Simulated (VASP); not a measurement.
Computed with LDA (Ceperley-Alder, Perdew-Zunger), VASP's LDA PAW potentials (set 64) (plane waves; VASP).

VASP input:

### KPOINTS
```
K-points
0
G
  7 7 7
0 0 0
```

POSCAR:
```
ZnSe
1.0
  0.0000000000   2.7862321164   2.7862321164
  2.7862321164   0.0000000000   2.7862321164
  2.7862321164   2.7862321164   0.0000000000
Zn Se
1 1
direct
  0.0000000000   0.0000000000   0.0000000000
  0.2500000000   0.2500000000   0.2500000000
```

### INCAR
```
ALGO = Normal
EDIFF = 1E-6
EDIFFG = -0.01
ENCUT = 400
IBRION = 2
ISIF = 3
ISMEAR = 0
LASPH = T
LCHARG = F
LMAXMIX = 4
LREAL = F
LWAVE = F
NELM = 100
NSW = 60
PREC = Accurate
SIGMA = 0.05
SYSTEM = ZnSe
```

POTCAR, in this order: Zn Se (LDA.64 set). Program: vasp_std.

The run wrote:

**OSZICAR**
```
       N       E                     dE             d eps       ncg     rms          rms(c)
DAV:   1     0.757441492667E+02    0.75744E+02   -0.78137E+03   528   0.134E+03
DAV:   2    -0.302024281598E+01   -0.78764E+02   -0.75898E+02   565   0.250E+02
DAV:   3    -0.764154638528E+01   -0.46213E+01   -0.46045E+01   625   0.638E+01
DAV:   4    -0.768143078137E+01   -0.39884E-01   -0.39879E-01   580   0.638E+00
DAV:   5    -0.768165387827E+01   -0.22310E-03   -0.22309E-03   635   0.447E-01    0.551E+00
DAV:   6    -0.739962781362E+01    0.28203E+00   -0.72557E-01   717   0.313E+01    0.411E+00
DAV:   7    -0.737419263831E+01    0.25435E-01   -0.20587E-01   550   0.485E+00    0.167E+00
DAV:   8    -0.737003937746E+01    0.41533E-02   -0.33722E-03   763   0.770E-01    0.454E-01
DAV:   9    -0.736943773931E+01    0.60164E-03   -0.95820E-04   595   0.322E-01    0.618E-02
DAV:  10    -0.736945182427E+01   -0.14085E-04   -0.97614E-05   593   0.113E-01    0.190E-02
DAV:  11    -0.736944923402E+01    0.25902E-05   -0.88896E-06   762   0.567E-02    0.437E-03
DAV:  12    -0.736944922014E+01    0.13886E-07   -0.22006E-06   465   0.116E-02
   1 F= -.73694492E+01 E0= -.73694492E+01  d E =-.736945E+01
```

File OUTCAR:
```
------------------------ aborting loop because EDIFF is reached ----------------------------------------
  FORCE on cell =-STRESS in cart. coord.  units (eV):
  Direction    XX          YY          ZZ          XY          YZ          ZX
  --------------------------------------------------------------------------------------
  Total       -0.0198386     -0.0198386     -0.0198386      0.0000000      0.0000000     -0.0000000
  in kB       -0.7347495     -0.7347495     -0.7347495      0.0000000      0.0000000     -0.0000000
  external PRESSURE =      -0.7347495 kB  Pullay stress =       0.0000000 kB
  volume of cell :       43.26
      direct lattice vectors                 reciprocal lattice vectors
     0.000000000  2.786232116  2.786232116    -0.179453821  0.179453821  0.179453821
     2.786232116  0.000000000  2.786232116     0.179453821 -0.179453821  0.179453821
     2.786232116  2.786232116  0.000000000     0.179453821  0.179453821 -0.179453821
  FREE ENERGIE OF THE ION-ELECTRON SYSTEM (eV)
  ---------------------------------------------------
  free  energy   TOTEN  =        -7.3694492201 eV

  energy  without entropy=       -7.3694492201  energy(sigma->0) =       -7.36944922

 reached required accuracy - stopping structural energy minimisation
```
(Selected blocks of OUTCAR.)

### OUTCAR
```
 val. band max:        1.9689953315   @ k =   0.0000   0.0000   0.0000

 cond. band min:       3.2455129435   @ k =   0.0000   0.0000   0.0000


 Fermi energy:         2.2042635361

 k-point     1 :       0.0000    0.0000    0.0000
  band No.  band energies     occupation
      1     -11.6600      2.00000
      2      -4.9036      2.00000
      3      -4.9036      2.00000
      4      -4.9036      2.00000
      5      -4.4973      2.00000
      6      -4.4973      2.00000
      7       1.9690      2.00000
      8       1.9690      2.00000
      9       1.9690      2.00000
     10       3.2455      0.00000
     11       7.6510      0.00000
     12       7.6510      0.00000
     13       7.6510      0.00000

 k-point     2 :       0.1429    0.0000    0.0000
  band No.  band energies     occupation
      1     -11.5158      2.00000
      2      -4.8975      2.00000
      3      -4.8816      2.00000
      4      -4.8816      2.00000
      5      -4.4997      2.00000
      6      -4.4997      2.00000
      7       0.2933      2.00000
      8       1.7539      2.00000
      9       1.7539      2.00000
     10       4.3929      0.00000
     11       7.6591      0.00000
     12       7.9916      0.00000
     13       7.9916      0.00000

 k-point     3 :       0.2857    0.0000    0.0000
  band No.  band energies     occupation
      1     -11.1582      2.00000
      2      -4.8377      2.00000
      3      -4.8377      2.00000
      4      -4.8125      2.00000
      5      -4.4955      2.00000
      6      -4.4955      2.00000
      7      -1.7633      2.00000
      8       1.3408      2.00000
      9       1.3408      2.00000
     10       4.6471      0.00000
     11       8.3574      0.00000
     12       8.3574      0.00000
     13       8.9705      0.00000

 k-point     4 :       0.4286    0.0000    0.0000
  band No.  band energies     occupation
      1     -10.8274      2.00000
      2      -4.8115      2.00000
      3      -4.8115      2.00000
...
```

The compound is ZnSe in the zinc blende structure. It was relaxed first, which changed the volume by -5 %. The start is the result of an earlier pass.
